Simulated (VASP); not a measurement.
Computed with r2SCAN meta-GGA, VASP's PBE PAW potentials (set 64) (plane waves; VASP).

VASP ran on this input.

File KPOINTS:
```
Automatic mesh
0
Gamma
6 6 1
0 0 0
```

File POSCAR:
```
Al3Sc(111) slab
1.0
  5.7771685639   0.0000000000   0.0000000000
 -2.8885842820   5.0031744253   0.0000000000
  0.0000000000   0.0000000000  24.3794712777
Sc Al
4 12
direct
  0.0000000000   0.0000000000   0.3559805666
  0.3333330000   0.6666670000   0.4546491512
  0.6666670000   0.3333330000   0.5453508488
  0.0000000000   0.0000000000   0.6440194334
  0.5027238302   0.4972761698   0.3532733389
  0.5027238302   0.0054476605   0.3532733389
  0.9945523395   0.4972761698   0.3532733389
  0.8307640357   0.1692359643   0.4511498803
  0.8307640357   0.6615290714   0.4511498803
  0.3384709286   0.1692359643   0.4511498803
  0.1692359643   0.8307640357   0.5488501197
  0.1692359643   0.3384709286   0.5488501197
  0.6615290714   0.8307640357   0.5488501197
  0.4972761698   0.5027238302   0.6467266611
  0.4972761698   0.9945523395   0.6467266611
  0.0054476605   0.5027238302   0.6467266611
```

INCAR:
```
SYSTEM = Al3Sc(111) slab
PREC = Normal; ENCUT = 400; LREAL = F
LASPH = T
EDIFF = 1E-5; NELM = 100; NELMIN = 4
ALGO = Normal; LMAXMIX = 4; LMIXTAU = T
ISMEAR = 1; SIGMA = 0.1
METAGGA = R2SCAN
IBRION = 2; NSW = 120; ISIF = 2
EDIFFG = -0.03
LWAVE = T; LCHARG = F
DIPOL = 0.5 0.5 0.5
LDIPOL = T; IDIPOL = 3
```

POTCAR, in this order: Sc_sv Al (PBE.64 set). Program: vasp_std.

What VASP printed:

**OUTCAR**
```
 ion  position               nearest neighbor table
   1  0.000  0.000  0.356-   9 2.87  10 2.87   8 2.87   7 2.89   5 2.89   5 2.89   7 2.89   6 2.89
                             6 2.89
   2  0.333  0.667  0.455-  11 2.82  12 2.82  13 2.82   8 2.89  10 2.89   8 2.89  10 2.89   9 2.89
                             9 2.89   6 3.00   7 3.00   5 3.00
   3  0.667  0.333  0.545-   8 2.82   9 2.82  10 2.82  11 2.89  13 2.89  11 2.89  13 2.89  12 2.89
                            12 2.89  15 3.00  16 3.00  14 3.00
   4  0.000  0.000  0.644-  12 2.87  13 2.87  11 2.87  16 2.89  14 2.89  14 2.89  16 2.89  15 2.89
                            15 2.89
   5  0.503  0.497  0.353-   6 2.84   7 2.84   1 2.89   1 2.89  10 2.90   9 2.90   6 2.94   7 2.94
                             2 3.00
   6  0.503  0.005  0.353-   7 2.84   5 2.84   1 2.89   1 2.89   8 2.90  10 2.90   7 2.94   5 2.94
                             2 3.00
   7  0.995  0.497  0.353-   6 2.84   5 2.84   1 2.89   1 2.89   8 2.90   9 2.90   6 2.94   5 2.94
                             2 3.00
   8  0.831  0.169  0.451-   3 2.82   9 2.84  10 2.84   1 2.87   2 2.89   2 2.89   7 2.90   6 2.90
                            13 2.92  12 2.92   9 2.93  10 2.93
   9  0.831  0.662  0.451-   3 2.82  10 2.84   8 2.84   1 2.87   2 2.89   2 2.89   5 2.90   7 2.90
                            13 2.92  11 2.92  10 2.93   8 2.93
  10  0.338  0.169  0.451-   3 2.82   9 2.84   8 2.84   1 2.87   2 2.89   2 2.89   5 2.90   6 2.90
                            12 2.92  11 2.92   9 2.93   8 2.93
  11  0.169  0.831  0.549-   2 2.82  12 2.84  13 2.84   4 2.87   3 2.89   3 2.89  16 2.90  15 2.90
                            10 2.92   9 2.92  12 2.93  13 2.93
  12  0.169  0.338  0.549-   2 2.82  13 2.84  11 2.84   4 2.87   3 2.89   3 2.89  14 2.90  16 2.90
                            10 2.92   8 2.92  13 2.93  11 2.93
  13  0.662  0.831  0.549-   2 2.82  12 2.84  11 2.84   4 2.87   3 2.89   3 2.89  14 2.90  15 2.90
                             9 2.92   8 2.92  12 2.93  11 2.93
  14  0.497  0.503  0.647-  15 2.84  16 2.84   4 2.89   4 2.89  13 2.90  12 2.90  15 2.94  16 2.94
                             3 3.00
  15  0.497  0.995  0.647-  16 2.84  14 2.84   4 2.89   4 2.89  11 2.90  13 2.90  16 2.94  14 2.94
                             3 3.00
  16  0.005  0.503  0.647-  15 2.84  14 2.84   4 2.89   4 2.89  11 2.90  12 2.90  15 2.94  14 2.94
                             3 3.00
  LATTYP: Found a hexagonal cell.
 ALAT       =     5.7771685639
 C/A-ratio  =     4.2199688321
 Subroutine PRICEL returns:
 Original cell was already a primitive cell.
 Subroutine GETGRP returns: Found 12 space group operations
The static configuration has the point symmetry D_3d.
The dynamic configuration has the point symmetry D_3d.
 Subroutine INISYM returns: Found 12 space group operations
 Subroutine IBZKPT returns following result:
 Found      7 irreducible k-points:

 Following reciprocal coordinates:
            Coordinates               Weight
  0.000000  0.000000  0.000000      1.000000
  0.166667 -0.000000  0.000000      6.000000
  0.333333  0.000000  0.000000      6.000000
  0.500000 -0.000000  0.000000      3.000000
  0.166667  0.166667  0.000000      6.000000
  0.333333  0.166667  0.000000     12.000000
  0.333333  0.333333  0.000000      2.000000
   k-points           NKPTS =      7   k-points in BZ     NKDIM =      7   number of bands    NBANDS=     49
   number of dos      NEDOS =    301   number of ions     NIONS =     16
   total plane-waves  NPLWV =  94080
   dimension x,y,z NGX =    28 NGY =   28 NGZ =  120
   dimension x,y,z NGXF=    56 NGYF=   56 NGZF=  240
   ions per type =               4  12
   PREC   = normal    normal or accurate (medium, high low for compatibility)
   ISTART =      0    job   : 0-new  1-cont  2-samecut
   ICHARG =      2    charge: 1-file 2-atom 10-const
   ISPIN  =      1    spin polarized calculation?
   LNONCOLLINEAR =      F non collinear calculations
   LSORBIT =      F    spin-orbit coupling
   INIWAV =      1    electr: 0-lowe 1-rand  2-diag
   ENCUT  =  400.0 eV  29.40 Ry    5.42 a.u.   9.42  9.42 39.76*2*pi/ulx,y,z
   NELM   =    100;   NELMIN=  4; NELMDL= -5     # of ELM steps
   EDIFF  = 0.1E-04   stopping-criterion for ELM
   LREAL  =      F    real-space projection
   NLSPLINE    = F    spline interpolate recip. space projectors
   LMAXMIX     =    4 max onsite mixed and CHGCAR
   VOSKOWN=      0    Vosko Wilk Nusair interpolation
   EDIFFG = -.3E-01   stopping-criterion for IOM
...
```

OSZICAR:
```
...
DAV:   6    -0.129074286177E+03   -0.21198E-03   -0.12340E-04   600   0.730E-02    0.402E-03
DAV:   7    -0.129074272566E+03    0.13611E-04   -0.25966E-05   596   0.471E-02    0.289E-03
DAV:   8    -0.129074290258E+03   -0.17692E-04   -0.12330E-05   516   0.305E-02    0.126E-03
DAV:   9    -0.129074284338E+03    0.59200E-05   -0.10455E-05   497   0.266E-02
   4 F= -.12907428E+03 E0= -.12907535E+03  d E =-.440995E-01
       N       E                     dE             d eps       ncg     rms          rms(c)
DAV:   1    -0.129048902403E+03    0.25388E-01   -0.46786E+00   742   0.241E+01    0.411E-01
DAV:   2    -0.129072227873E+03   -0.23325E-01   -0.23174E-01  1002   0.360E+00    0.248E-01
DAV:   3    -0.129072147080E+03    0.80793E-04   -0.80043E-03  1130   0.706E-01    0.148E-01
DAV:   4    -0.129072018524E+03    0.12856E-03   -0.11384E-03   850   0.212E-01    0.102E-01
DAV:   5    -0.129073644096E+03   -0.16256E-02   -0.12622E-03   840   0.263E-01    0.299E-02
DAV:   6    -0.129074005327E+03   -0.36123E-03   -0.39057E-04   782   0.137E-01    0.884E-03
DAV:   7    -0.129074058876E+03   -0.53548E-04   -0.98340E-05   844   0.786E-02    0.485E-03
DAV:   8    -0.129074019129E+03    0.39747E-04   -0.39027E-05   572   0.483E-02    0.201E-03
DAV:   9    -0.129074064416E+03   -0.45287E-04   -0.18762E-05   514   0.353E-02    0.185E-03
DAV:  10    -0.129074047317E+03    0.17099E-04   -0.10545E-05   490   0.298E-02    0.987E-04
DAV:  11    -0.129074058495E+03   -0.11178E-04   -0.62982E-06   474   0.242E-02    0.669E-04
DAV:  12    -0.129074036678E+03    0.21817E-04   -0.50722E-06   431   0.201E-02    0.678E-04
DAV:  13    -0.129074054887E+03   -0.18208E-04   -0.52029E-06   424   0.208E-02    0.981E-04
DAV:  14    -0.129074055688E+03   -0.80102E-06   -0.16740E-06   430   0.151E-02
   5 F= -.12907406E+03 E0= -.12907528E+03  d E =-.438708E-01
       N       E                     dE             d eps       ncg     rms          rms(c)
DAV:   1    -0.129070852690E+03    0.32022E-02   -0.12107E+00   798   0.124E+01    0.214E-01
DAV:   2    -0.129076732650E+03   -0.58800E-02   -0.54124E-02   943   0.156E+00    0.106E-01
DAV:   3    -0.129076664993E+03    0.67657E-04   -0.21870E-03  1116   0.347E-01    0.627E-02
DAV:   4    -0.129076689386E+03   -0.24393E-04   -0.23562E-04   986   0.966E-02    0.456E-02
DAV:   5    -0.129076856103E+03   -0.16672E-03   -0.13712E-04   922   0.997E-02    0.105E-02
DAV:   6    -0.129076912759E+03   -0.56656E-04   -0.19103E-05   580   0.333E-02    0.447E-03
DAV:   7    -0.129076919104E+03   -0.63448E-05   -0.97472E-06   484   0.276E-02
   6 F= -.12907692E+03 E0= -.12907809E+03  d E =-.467342E-01
       N       E                     dE             d eps       ncg     rms          rms(c)
DAV:   1    -0.129092488914E+03   -0.15576E-01   -0.63786E-01   798   0.795E+00    0.218E-01
DAV:   2    -0.129090134293E+03    0.23546E-02   -0.37297E-02   958   0.139E+00    0.107E-01
DAV:   3    -0.129094347148E+03   -0.42129E-02   -0.28181E-03   873   0.351E-01    0.943E-02
DAV:   4    -0.129095527608E+03   -0.11805E-02   -0.15869E-03   832   0.252E-01    0.546E-02
DAV:   5    -0.129096875119E+03   -0.13475E-02   -0.83550E-04   744   0.189E-01    0.180E-02
DAV:   6    -0.129097163437E+03   -0.28832E-03   -0.21775E-04   842   0.102E-01    0.121E-02
DAV:   7    -0.129097166263E+03   -0.28263E-05   -0.53878E-05   652   0.527E-02
   7 F= -.12909717E+03 E0= -.12909850E+03  d E =-.202472E-01
       N       E                     dE             d eps       ncg     rms          rms(c)
DAV:   1    -0.129096809775E+03    0.35366E-03   -0.22529E+00   798   0.149E+01    0.418E-01
DAV:   2    -0.129109435383E+03   -0.12626E-01   -0.12844E-01  1084   0.256E+00    0.203E-01
DAV:   3    -0.129110588641E+03   -0.11533E-02   -0.67457E-03   901   0.563E-01    0.182E-01
DAV:   4    -0.129110264890E+03    0.32375E-03   -0.29145E-03   818   0.351E-01    0.108E-01
DAV:   5    -0.129112557542E+03   -0.22927E-02   -0.24423E-03   752   0.291E-01    0.363E-02
DAV:   6    -0.129113013800E+03   -0.45626E-03   -0.59472E-04   900   0.145E-01    0.224E-02
DAV:   7    -0.129112938485E+03    0.75315E-04   -0.15106E-04   764   0.770E-02    0.126E-02
DAV:   8    -0.129112905577E+03    0.32908E-04   -0.50629E-05   620   0.580E-02    0.642E-03
DAV:   9    -0.129112923764E+03   -0.18188E-04   -0.12871E-05   556   0.373E-02    0.538E-03
DAV:  10    -0.129112975691E+03   -0.51926E-04   -0.18257E-05   522   0.313E-02    0.322E-03
DAV:  11    -0.129113015163E+03   -0.39472E-04   -0.80102E-06   500   0.249E-02    0.133E-03
DAV:  12    -0.129113043687E+03   -0.28524E-04   -0.12667E-05   468   0.261E-02    0.141E-03
DAV:  13    -0.129113061192E+03   -0.17506E-04   -0.75768E-06   508   0.246E-02    0.106E-03
DAV:  14    -0.129113058548E+03    0.26444E-05   -0.37795E-06   437   0.201E-02
   8 F= -.12911306E+03 E0= -.12911424E+03  d E =-.361394E-01
       N       E                     dE             d eps       ncg     rms          rms(c)
DAV:   1    -0.129113078074E+03   -0.16881E-04   -0.13726E-02   798   0.116E+00    0.309E-02
DAV:   2    -0.129112930887E+03    0.14719E-03   -0.81833E-04   992   0.209E-01    0.158E-02
DAV:   3    -0.129113028759E+03   -0.97873E-04   -0.39343E-05   601   0.463E-02    0.125E-02
DAV:   4    -0.129113153697E+03   -0.12494E-03   -0.56589E-05   578   0.539E-02    0.696E-03
DAV:   5    -0.129113156990E+03   -0.32936E-05   -0.15465E-05   476   0.359E-02
   9 F= -.12911316E+03 E0= -.12911433E+03  d E =-.362379E-01
       N       E                     dE             d eps       ncg     rms          rms(c)
DAV:   1    -0.129111016262E+03    0.21374E-02   -0.10131E+00   798   0.110E+01    0.121E-01
DAV:   2    -0.129105649679E+03    0.53666E-02   -0.50505E-02   848   0.138E+00    0.710E-02
DAV:   3    -0.129112067291E+03   -0.64176E-02   -0.35094E-03   826   0.374E-01    0.559E-02
DAV:   4    -0.129113455228E+03   -0.13879E-02   -0.12806E-03   804   0.227E-01    0.483E-02
DAV:   5    -0.129114374049E+03   -0.91882E-03   -0.11814E-03   798   0.244E-01    0.145E-02
DAV:   6    -0.129116002274E+03   -0.16282E-02   -0.70322E-04   710   0.154E-01    0.905E-03
DAV:   7    -0.129116220742E+03   -0.21847E-03   -0.13478E-04   732   0.734E-02    0.609E-03
DAV:   8    -0.129116195803E+03    0.24939E-04   -0.36186E-05   604   0.425E-02    0.355E-03
DAV:   9    -0.129116170874E+03    0.24929E-04   -0.44285E-05   580   0.456E-02    0.285E-03
DAV:  10    -0.129116187374E+03   -0.16500E-04   -0.18146E-05   496   0.378E-02    0.163E-03
DAV:  11    -0.129116208624E+03   -0.21250E-04   -0.13890E-05   496   0.333E-02    0.147E-03
DAV:  12    -0.129116198410E+03    0.10214E-04   -0.90248E-06   472   0.275E-02    0.934E-04
DAV:  13    -0.129116197990E+03    0.41999E-06   -0.74237E-06   414   0.257E-02
  10 F= -.12911620E+03 E0= -.12911717E+03  d E =-.304100E-02
       N       E                     dE             d eps       ncg     rms          rms(c)
DAV:   1    -0.129113960672E+03    0.22377E-02   -0.56493E-01   798   0.824E+00    0.912E-02
DAV:   2    -0.129108877871E+03    0.50828E-02   -0.28550E-02   814   0.104E+00    0.514E-02
DAV:   3    -0.129113511701E+03   -0.46338E-02   -0.21704E-03   816   0.288E-01    0.395E-02
DAV:   4    -0.129114807251E+03   -0.12955E-02   -0.95788E-04   730   0.192E-01    0.356E-02
DAV:   5    -0.129115726082E+03   -0.91883E-03   -0.57609E-04   790   0.176E-01    0.140E-02
DAV:   6    -0.129116714718E+03   -0.98864E-03   -0.44239E-04   650   0.121E-01    0.586E-03
DAV:   7    -0.129116791886E+03   -0.77168E-04   -0.87771E-05   716   0.646E-02    0.412E-03
DAV:   8    -0.129116820640E+03   -0.28755E-04   -0.26864E-05   554   0.385E-02    0.256E-03
DAV:   9    -0.129116802249E+03    0.18391E-04   -0.26977E-05   520   0.388E-02    0.141E-03
DAV:  10    -0.129116826398E+03   -0.24149E-04   -0.24865E-05   516   0.387E-02    0.102E-03
DAV:  11    -0.129116825361E+03    0.10366E-05   -0.53534E-06   496   0.232E-02
  11 F= -.12911683E+03 E0= -.12911764E+03  d E =-.366837E-02
```

OUTCAR:
```
------------------------ aborting loop because EDIFF is reached ----------------------------------------
  FORCE on cell =-STRESS in cart. coord.  units (eV):
  Direction    XX          YY          ZZ          XY          YZ          ZX
  --------------------------------------------------------------------------------------
  Total       -5.9024403     -5.9024395      0.0273560      0.0000000      0.0000000     -0.0000000
  in kB      -13.4201453    -13.4201436      0.0621982      0.0000000      0.0000000     -0.0000000
  external PRESSURE =      -8.9260303 kB  Pullay stress =       0.0000000 kB
  volume of cell :      704.67
      direct lattice vectors                 reciprocal lattice vectors
     5.777168564  0.000000000  0.000000000     0.173095174  0.099936552  0.000000000
    -2.888584282  5.003174425  0.000000000     0.000000000  0.199873104  0.000000000
     0.000000000  0.000000000 24.379471278     0.000000000  0.000000000  0.041018117
 POSITION                                       TOTAL-FORCE (eV/Angst)
 -----------------------------------------------------------------------------------
      2.88858      5.00317      8.65879        -0.000000     -0.000000     -0.007137
     -0.00000      3.33545     11.05353        -0.000000      0.000000     -0.004730
      2.88859      1.66772     13.32594        -0.000000     -0.000000      0.004730
      2.88858      5.00317     15.72068        -0.000000      0.000000      0.007137
      1.45820      2.49355      8.51956        -0.009739      0.005623      0.000416
      2.88858      0.01606      8.51956         0.000000     -0.011245      0.000416
      4.31896      2.49355      8.51956         0.009739      0.005623      0.000416
      4.30714      0.84872     10.96122        -0.000788      0.000455     -0.010129
      2.88858      3.30574     10.96122         0.000000     -0.000909     -0.010129
      1.47002      0.84872     10.96122         0.000788      0.000455     -0.010129
     -1.41856      4.15445     13.41825         0.000788     -0.000455      0.010129
      0.00000      1.69744     13.41825        -0.000000      0.000909      0.010129
      1.41856      4.15445     13.41825        -0.000788     -0.000455      0.010129
      1.43038      2.50962     15.85991         0.009739     -0.005623     -0.000416
      0.00000      4.98711     15.85991        -0.000000      0.011245     -0.000416
     -1.43038      2.50962     15.85991        -0.009739     -0.005623     -0.000416
 -----------------------------------------------------------------------------------
    total drift:                                0.000000     -0.000000      0.000000
  FREE ENERGIE OF THE ION-ELECTRON SYSTEM (eV)
  ---------------------------------------------------
  free  energy   TOTEN  =      -129.1168253614 eV

  energy  without entropy=     -129.1192689013  energy(sigma->0) =     -129.11763987

 reached required accuracy - stopping structural energy minimisation
```
(Selected blocks of OUTCAR.)

**CONTCAR**
```
Al3Sc(111) slab
   1.00000000000000
     5.7771685639000001    0.0000000000000000    0.0000000000000000
    -2.8885842820000001    5.0031744253000001    0.0000000000000000
     0.0000000000000000    0.0000000000000000   24.3794712776999987
  Sc              Al
     4    12
Direct
     1.0000000000000000    1.0000000000000000    0.3551673873336578
     0.3333330000000032    0.6666669999999968    0.4533951827151471
     0.6666669999999968    0.3333330000000032    0.5466048172848529
     1.0000000000000000    1.0000000000000000    0.6448326126663423
     0.5016054494938185    0.4983945505061814    0.3494564302179818
     0.5016054494938185    0.0032108990876460    0.3494564302179818
     0.9967891009123538    0.4983945505061814    0.3494564302179818
     0.8303635789240813    0.1696364210759187    0.4496087394476135
     0.8303635789240813    0.6607281578481602    0.4496087394476135
     0.3392718421518399    0.1696364210759187    0.4496087394476135
     0.1696364210759187    0.8303635789240813    0.5503912605523865
     0.1696364210759187    0.3392718421518399    0.5503912605523865
     0.6607281578481602    0.8303635789240813    0.5503912605523865
     0.4983945505061814    0.5016054494938185    0.6505435697820180
     0.4983945505061814    0.9967891009123538    0.6505435697820180
     0.0032108990876460    0.5016054494938185    0.6505435697820180
```

### OUTCAR
```
 val. band max:        0.0287508232   @ k =   0.1667   0.1667   0.0000

 cond. band min:       0.1236372797   @ k =   0.3333   0.0000   0.0000


 Fermi energy:         0.1212366539

 k-point     1 :       0.0000    0.0000    0.0000
  band No.  band energies     occupation
      1     -51.0374      2.00000
      2     -51.0374      2.00000
      3     -50.9726      2.00000
      4     -50.9701      2.00000
      5     -28.8775      2.00000
      6     -28.8775      2.00000
      7     -28.7227      2.00000
      8     -28.7226      2.00000
      9     -28.7091      2.00000
     10     -28.7089      2.00000
     11     -28.6968      2.00000
     12     -28.6900      2.00000
     13     -28.6899      2.00000
     14     -28.6891      2.00000
     15     -28.6890      2.00000
     16     -28.6837      2.00000
     17      -9.7350      2.00000
     18      -8.7402      2.00000
     19      -7.2071      2.00000
     20      -5.5778      2.00000
     21      -4.3422      2.00000
     22      -4.3422      2.00000
     23      -4.0214      2.00000
     24      -4.0214      2.00000
     25      -3.8133      2.00000
     26      -3.3552      2.00000
     27      -3.2697      2.00000
     28      -3.2697      2.00000
     29      -2.7731      2.00000
     30      -2.6040      2.00000
     31      -2.6039      2.00000
     32      -2.2820      2.00000
     33      -1.9967      2.00000
     34      -1.9967      2.00000
     35      -1.9322      2.00000
     36      -1.3120      2.00000
     37      -1.3120      2.00000
     38      -1.0626      2.00000
     39       0.1561      0.44733
     40       0.1562      0.44704
     41       0.1932      0.06686
     42       0.1932      0.06671
     43       0.9571     -0.00000
     44       0.9725     -0.00000
     45       0.9725     -0.00000
     46       1.0941     -0.00000
     47       1.0941     -0.00000
     48       1.9372     -0.00000
     49       2.1744      0.00000

 k-point     2 :       0.1667   -0.0000    0.0000
...
```

The cell is a thin slab with vacuum, built from Al3Sc (L1_2): (111) face.
